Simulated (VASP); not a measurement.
Write the native input for VASP 6.6.1 that does the following.

* Task: single point
* Functional: r2SCAN
* Potentials or basis: VASP PAW PBE potentials, release 64 (Sc_sv, Al, N)
* Cutoff: 520 eV
* k mesh: 6 × 6 × 6
* Occupations: gaussian, width 0.01 eV
* Spin: no spin polarisation
* Dipole correction: no
* Further INCAR settings: ALGO = Normal; EDIFF = 1e-07; NBANDS = 20

ScAlN2:

```
CELL_PARAMETERS angstrom
1.51847 0.87669 4.91539
-1.51847 0.87669 4.91539
0.00000 -1.75337 4.91539
ATOMIC_POSITIONS crystal
Sc 0.00000 0.00000 0.00000
Al 0.50000 0.50000 0.50000
N 0.24331 0.24331 0.24331
N 0.75669 0.75669 0.75669
```

The cell was built by a generator and needn't be a form met in nature.

The input as run:

POSCAR

```
ScAlN2
1.0
    1.5184655389      0.8766864876      4.9153867985
   -1.5184655389      0.8766864876      4.9153867985
    0.0000000000     -1.7533729753      4.9153867985
Sc Al N
1 1 2
Direct
    1.0000000000      0.0000000000      0.0000000000
    0.5000000000      0.5000000000      0.5000000000
    0.2433103314      0.2433103314      0.2433103314
    0.7566896686      0.7566896686      0.7566896686
```

INCAR.step1

```
PREC = Accurate
ENCUT = 520
ISMEAR = 0
SIGMA = 0.01
LREAL = False
LASPH = True
NELM = 100
NBANDS = 20
GGA = PE
ALGO = Normal
EDIFF = 1E-4
LWAVE = True
LCHARG = False
```

INCAR.step2

```
PREC = Accurate
ENCUT = 520
EDIFF = 1E-7
ISMEAR = 0
SIGMA = 0.01
LREAL = False
LASPH = True
NELM = 100
ALGO = Normal
ISIF = 2
LWAVE = False
LCHARG = False
METAGGA = R2SCAN
LMIXTAU = True
NBANDS = 20
ISTART = 1
```

KPOINTS

```
Automatic mesh
0
Gamma
  6 6 6
```

Potentials or basis: VASP PAW PBE potentials, release 64 (Sc_sv, Al, N).

Launch:

```sh
$ cat potpaw_PBE.64/Sc_sv/POTCAR potpaw_PBE.64/Al/POTCAR potpaw_PBE.64/N/POTCAR > POTCAR
$ cp INCAR.step1 INCAR
$ mpirun -np 1 vasp_std > vasp.out
$ cp INCAR.step2 INCAR
$ mpirun -np 1 vasp_std > vasp.out
```

Results of the run:

* Pressure: 0.9 GPa
* Largest force: 0.125 eV/Å
* Band gap on the k mesh: 1.17 eV, indirect (least direct gap 3.07 eV)

Caveat: the PAW data sets were made with another functional, which shifts forces and pressure a little.

Run time: 4.1 min on 1 thread of Intel(R) Xeon(R) Platinum 8488C (Sapphire Rapids), with other jobs on the host, peak memory 0.27 GiB.
